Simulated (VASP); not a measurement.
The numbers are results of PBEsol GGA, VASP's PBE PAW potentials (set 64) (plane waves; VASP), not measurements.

VASP input:

**KPOINTS**
```
K-points
0
Gamma
 12 12 12
0 0 0
```

INCAR:
```
SYSTEM = MgO
PREC = Accurate; ENCUT = 520; LREAL = F
LASPH = T
EDIFF = 1E-7; NELM = 100; ALGO = Normal
ISMEAR = -5
GGA = PS
ISIF = 2
LWAVE = F; LCHARG = T; LORBIT = 11
NEDOS = 601
```

### POSCAR
```
MgO
4.2103620
  0.0000000000   0.4999999552   0.4999999552
  0.4999999552   0.0000000000   0.4999999552
  0.4999999552   0.4999999552   0.0000000000
Mg O
1 1
Cartesian
  0.4999999552   0.4999999552   0.9999999104
  0.4999999552   0.4999999552   0.4999999552
```

POTCAR, in this order: Mg O (PBE.64 set). Program: vasp_std.

The run wrote:

### OUTCAR
```
 ion  position               nearest neighbor table
   1  0.000  0.000  0.000-   2 2.11   2 2.11   2 2.11   2 2.11   2 2.11   2 2.11
   2  0.500  0.500  0.500-   1 2.11   1 2.11   1 2.11   1 2.11   1 2.11   1 2.11
  LATTYP: Found a face centered cubic cell.
 ALAT       =     4.2103616228
 Subroutine PRICEL returns:
 Original cell was already a primitive cell.
 Subroutine GETGRP returns: Found 48 space group operations
The static configuration has the point symmetry O_h .
The dynamic configuration has the point symmetry O_h .
 Subroutine INISYM returns: Found 48 space group operations
 Subroutine IBZKPT returns following result:
 Found     72 irreducible k-points:

 Following reciprocal coordinates:
            Coordinates               Weight
  0.000000  0.000000  0.000000      1.000000
  0.083333  0.000000  0.000000      8.000000
  0.166667  0.000000  0.000000      8.000000
  0.250000  0.000000  0.000000      8.000000
  0.333333  0.000000  0.000000      8.000000
  0.416667  0.000000  0.000000      8.000000
  0.500000  0.000000  0.000000      4.000000
  0.083333  0.083333  0.000000      6.000000
  0.166667  0.083333  0.000000     24.000000
  0.250000  0.083333  0.000000     24.000000
  0.333333  0.083333  0.000000     24.000000
  0.416667  0.083333  0.000000     24.000000
  0.500000  0.083333  0.000000     24.000000
 -0.416667  0.083333  0.000000     24.000000
 -0.333333  0.083333  0.000000     24.000000
 -0.250000  0.083333  0.000000     24.000000
 -0.166667  0.083333  0.000000     24.000000
 -0.083333  0.083333  0.000000     12.000000
  0.166667  0.166667  0.000000      6.000000
  0.250000  0.166667  0.000000     24.000000
  0.333333  0.166667  0.000000     24.000000
  0.416667  0.166667  0.000000     24.000000
  0.500000  0.166667  0.000000     24.000000
 -0.416667  0.166667  0.000000     24.000000
...
```

### OSZICAR
```
       N       E                     dE             d eps       ncg     rms          rms(c)
DAV:   1     0.109552911431E+02    0.10955E+02   -0.48973E+03  1384   0.889E+02
DAV:   2    -0.135791417982E+02   -0.24534E+02   -0.24315E+02  1448   0.136E+02
DAV:   3    -0.138980140474E+02   -0.31887E+00   -0.31887E+00  1496   0.171E+01
DAV:   4    -0.138984406204E+02   -0.42657E-03   -0.42657E-03  1544   0.624E-01
DAV:   5    -0.138984408028E+02   -0.18239E-06   -0.18239E-06  1496   0.107E-02    0.667E+00
DAV:   6    -0.125509839719E+02    0.13475E+01   -0.87571E+00  1152   0.207E+01    0.223E+00
DAV:   7    -0.125258676919E+02    0.25116E-01   -0.40841E-02  1208   0.253E+00    0.128E+00
DAV:   8    -0.125125476537E+02    0.13320E-01   -0.20330E-02  1184   0.219E+00    0.145E-01
DAV:   9    -0.125124551455E+02    0.92508E-04   -0.31022E-04  1712   0.161E-01    0.741E-02
DAV:  10    -0.125124949504E+02   -0.39805E-04   -0.57291E-05  1216   0.840E-02    0.377E-03
DAV:  11    -0.125124948790E+02    0.71432E-07   -0.16780E-06  1632   0.964E-03    0.188E-03
DAV:  12    -0.125124949515E+02   -0.72543E-07   -0.67353E-08   768   0.297E-03
   1 F= -.12512495E+02 E0= -.12512495E+02  d E =0.000000E+00
```

### OUTCAR
```
------------------------ aborting loop because EDIFF is reached ----------------------------------------
  FORCE on cell =-STRESS in cart. coord.  units (eV):
  Direction    XX          YY          ZZ          XY          YZ          ZX
  --------------------------------------------------------------------------------------
  Total       -0.0084334     -0.0084334     -0.0084334     -0.0000000      0.0000000      0.0000000
  in kB       -0.7241265     -0.7241265     -0.7241265     -0.0000000      0.0000000      0.0000000
  external PRESSURE =      -0.7241265 kB  Pullay stress =       0.0000000 kB
  volume of cell :       18.66
      direct lattice vectors                 reciprocal lattice vectors
     0.000000000  2.105180811  2.105180811    -0.237509290  0.237509290  0.237509290
     2.105180811  0.000000000  2.105180811     0.237509290 -0.237509290  0.237509290
     2.105180811  2.105180811  0.000000000     0.237509290  0.237509290 -0.237509290
  FREE ENERGIE OF THE ION-ELECTRON SYSTEM (eV)
  ---------------------------------------------------
  free  energy   TOTEN  =       -12.5124949515 eV

  energy  without entropy=      -12.5124949515  energy(sigma->0) =      -12.51249495

 total charge

# of ion       s       p       d       tot
------------------------------------------
    1        0.150   0.182   0.080   0.412
    2        1.537   3.542   0.000   5.079
--------------------------------------------------
tot          1.687   3.723   0.080   5.491
```
(Selected blocks of OUTCAR.)

The structure was generated: MgO was put into the rock salt type (Fm-3m), which need not be its known phase. It was relaxed first, which changed the volume by -17 %.
